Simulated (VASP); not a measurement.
Here is the system:

```xyz
63
Lattice="7.1466 0.0000 0.0000 0.0000 7.1466 0.0000 0.0000 0.0000 7.1466" Properties=species:S:1:pos:R:3 pbc="T T T"
C      3.5733     0.0000     0.0000
C      4.4700     0.8447     0.9353
C      5.4001     1.7399     0.0458
C      6.2169     2.6583     0.9039
C      5.4044     0.0353     1.7368
C      6.2554     0.8985     2.6785
C      0.0000     0.0000     0.0000
C      0.8933     0.8933     0.8933
C      1.7866     1.7866     0.0000
C      2.7116     2.6589     0.9167
C      3.5936     3.5560    -0.0166
C      4.5145     4.4791     0.9384
C      5.3599     5.3599     0.0000
C      6.2532     6.2532     0.8933
C      1.7866     0.0000     1.7866
C      2.6723     0.8896     2.6673
C      3.5698     1.7401     1.7450
C      5.3832     3.5869     1.7394
C      6.2332     4.4386     2.6354
C      3.5756    -0.0084     3.5280
C      4.4739     0.9237     4.4279
C      5.3376     1.8008     3.5725
C      6.2539     2.6761     4.5061
C      5.3599     0.0000     5.3599
C      6.2532     0.8933     6.2532
C      0.0000     3.5733     0.0000
C      0.8933     4.4666     0.8933
C      1.7866     5.3599     0.0000
C      2.6800     6.2532     0.8933
C      0.0000     1.7866     1.7866
C      0.8933     2.6800     2.6800
C      1.8224     3.5922     1.7369
C      2.7200     4.5087     2.6305
C      3.5876     5.3484     1.7962
C      4.4666     6.2532     2.6800
C      0.0000     0.0000     3.5733
C      0.8933     0.8933     4.4666
C      1.7769     1.8252     3.5434
C      2.6718     2.6948     4.4678
C      4.4357     4.4568     4.4953
C      5.3353     5.3208     3.6164
C      6.2532     6.2532     4.4666
C      1.7866     0.0000     5.3599
C      2.6800     0.8933     6.2532
C      3.5240     1.7376     5.3697
C      4.4666     2.6800     6.2532
C      5.3973     3.6146     5.3268
C      6.2532     4.4666     6.2532
C      0.0000     5.3599     1.7866
C      0.8933     6.2532     2.6800
C      0.0000     3.5733     3.5733
C      0.8933     4.4666     4.4666
C      1.7866     5.3599     3.5733
C      2.6800     6.2532     4.4666
C      0.0000     1.7866     5.3599
C      0.8933     2.6800     6.2532
C      1.7866     3.5733     5.3599
C      2.6800     4.4666     6.2532
C      3.5733     5.3599     5.3599
C      4.4666     6.2532     6.2532
C      0.0000     5.3599     5.3599
C      0.8933     6.2532     6.2532
Mg     3.5566     3.6012     3.5368
```
Cell charge -1.

Calculation: PBE GGA, VASP's PBE PAW potentials (set 64) (plane waves; VASP 6.6.1). Numerical set-up: PREC = Normal, LREAL = Auto, ISYM = 0, NELECT = 251.0, EDIFF = 1E-5, 400 eV cut-off, 1×1×1 Γ-centred mesh, Gaussian smearing of 0.050 eV, potentials C Mg. Starting moments (MAGMOM): 63*0.0476. The cell's moment is fixed (NUPDOWN = 3).

The cell is charged, with a uniform compensating background. The supercell is sampled at Γ alone, which is coarse: total energies, pressure and levels can be off, energies of defects by several tenths of an eV.

**Question.** The ions are relaxed. Give the cell that the relaxation ends in.

**Answer.** 
```xyz
63
Lattice="7.1466 0.0000 0.0000 0.0000 7.1466 0.0000 0.0000 0.0000 7.1466" Properties=species:S:1:pos:R:3 pbc="T T T"
C      3.5698     7.1448     7.1423
C      4.4423     0.9083     0.9058
C      5.3445     1.8033     0.0141
C      6.2388     2.7061     0.9062
C      5.3444     0.0165     1.8008
C      6.2386     0.9085     2.7038
C      7.1383     0.0092     0.0073
C      0.8758     0.9053     0.9033
C      1.7651     1.7908     7.1406
C      2.6620     2.6767     0.8863
C      3.5704     3.5773     0.0011
C      4.4712     4.4866     0.8855
C      5.3564     5.3827     7.1396
C      6.2426     6.2715     0.9026
C      1.7653     7.1428     1.7886
C      2.6623     0.8886     2.6746
C      3.4722     1.7087     1.7059
C      5.4370     3.6760     1.7063
C      6.2584     4.4853     2.6737
C      3.5707     0.0033     3.5752
C      4.4715     0.8874     4.4847
C      5.4368     1.7086     3.6738
C      6.2584     2.6759     4.4833
C      5.3569     7.1418     5.3803
C      6.2430     0.9047     6.2691
C      0.0030     3.5778     7.1426
C      0.8785     4.4754     0.8806
C      1.7873     5.3604     7.1383
C      2.6724     6.2696     0.8807
C      7.1307     1.8037     1.8015
C      0.8845     2.6891     2.6870
C      1.7704     3.5895     1.7782
C      2.5923     4.5568     2.5877
C      3.5581     5.3783     1.7770
C      4.4586     6.2635     2.6863
C      0.0029     7.1446     3.5756
C      0.8787     0.8830     4.4728
C      1.7712     1.7804     3.5876
C      2.5927     2.5895     4.5547
C      4.5577     4.5571     4.5546
C      5.3669     5.3773     3.5865
C      6.2647     6.2689     4.4725
C      1.7874     7.1401     5.3584
C      2.6727     0.8828     6.2676
C      3.5585     1.7790     5.3764
C      4.4590     2.6885     6.2614
C      5.3668     3.5885     5.3751
C      6.2644     4.4750     6.2666
C      0.0050     5.3825     1.7884
C      0.8804     6.2671     2.6860
C      7.1437     3.5764     3.5743
C      0.8987     4.4615     4.4595
C      1.7906     5.3569     3.5572
C      2.6853     6.2490     4.4598
C      0.0055     1.7906     5.3804
C      0.8805     2.6883     6.2648
C      1.7914     3.5593     5.3550
C      2.6852     4.4622     6.2469
C      3.5875     5.3571     5.3550
C      4.4593     6.2670     6.2647
C      0.0075     5.3598     5.3579
C      0.8920     6.2553     6.2534
Mg     4.0144     3.1333     3.1302
```
Cell charge -1. The cell ends with 3.00 μB, on the first 30 sites 0.03 0.00 0.01 0.00 0.01 0.00 0.00 0.00 0.02 0.01 0.00 0.01 0.02 0.00 0.02 0.01 0.23 0.22 0.01 0.00 0.01 0.22 0.01 0.02 0.00 0.03 0.02 0.00 0.02 0.01 μB.

**Question.** How much energy does the relaxation gain?

**Answer.** The energy (σ→0) changes by -187.5 meV/atom, in 18 ionic steps.

The cell is a supercell with a defect, built from C (diamond): Mg_C-vac_C, charge -1.
